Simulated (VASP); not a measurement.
**GaSb: energy against volume**

GaSb (zinc blende, F-43m, 28.496 Å³/atom and stress up to 0.14 GPa in the relaxed cell, cube axes along x, y and z) under an equal strain ε along all three axes. PBEsol in VASP (plane waves, PAW), 480 eV, 10×10×10 Γ-centred mesh, Methfessel-Paxton smearing 0.10 eV; ions are relaxed, or left where forces stay under 0.02 eV/Å, within the symmetry of each cell.

Here V stands for volume and E for E less E0.

| volume (Å³/atom) | E less E0 (meV/atom) | pressure (GPa) |
|---|---|---|
| 26.8204 | 19.56 | 3.79 |
| 27.2330 | 11.09 | 2.76 |
| 27.6499 | 5.09 | 1.81 |
| 28.0709 | 1.45 | 0.94 |
| 28.4962 | 0.00 | 0.14 |
| 28.9258 | 0.56 | -0.60 |
| 29.3597 | 3.11 | -1.31 |
| 29.7979 | 7.53 | -1.96 |
| 30.2404 | 13.73 | -2.56 |
| 31.1386 | ? | ? |

**Question.** Fit E against V with the third-order Birch-Murnaghan form, a cubic in V^(-2/3), and predict the withheld value at V = 31.1386.

**Answer.** With u = V^(-2/3) - 0.1072, the rows have u = 0.0044066, 0.0032764, 0.0021631, 0.0010669, -0.0000130, -0.0010769, -0.0021251, -0.0031578, -0.0041752. Least squares gives E = -0.031 + 414.7·u + 900685·u² + 3054216·u³. Residuals (row less fit): 0.013, -0.014, -0.021, 0.010, 0.036, -0.003, -0.016, -0.015, 0.014; standard error 0.024 (degrees of freedom: 5). Its minimum lies at u = -0.0002305, so V0 = (0.1069695)^(-3/2) = 28.58. There d²E/du² = 1797000 and d³E/du³ = 1.833e7, so B0 = (4/9) × 28.58^(-7/3) × 1797000 × 0.160218 = 51.2 GPa (the last factor turns the table's units into GPa), and B0' = 4 + (2/3) × 0.1069695 × (1.833e7)/1797000 = 4.7. B0' rests on the cubic coefficient alone and has a standard error of 0.1 from these residuals. At the withheld row, u = -0.0061661, so E = -0.031 + 414.7 × (-0.0061661) + 900685 × (-0.0061661)² + 3054216 × (-0.0061661)³ = 30.941 meV/atom. The calculation gives 31.03 meV/atom, 0.089 meV/atom above the prediction (0.3 % of the range of E in the table). The row lies outside the fitted rows, so this is an extrapolation. From the scatter of the fitted rows alone, a prediction at this place has a standard error of 0.097 meV/atom, so the miss is 0.9 times that.

This level leaves no gap over 0.05 eV at strain 0.00, 0.50, 1.00, 1.50, 2.00, 3.00 %. Spin-orbit coupling is left out, which can shift these values for the heavy elements here. Other structures, which can take over under pressure, weren't tried. The same form fitted to the pressure column gives B0' = 4.8; series where the two differ by over 0.4 aren't shown. Rows are the converged runs of the series near zero and its far end, less any whose ions stayed unrelaxed beside relaxed ones; series whose fitted rows scatter by over a few per cent of the range, as at a crossing or softening among them, aren't shown in this form.
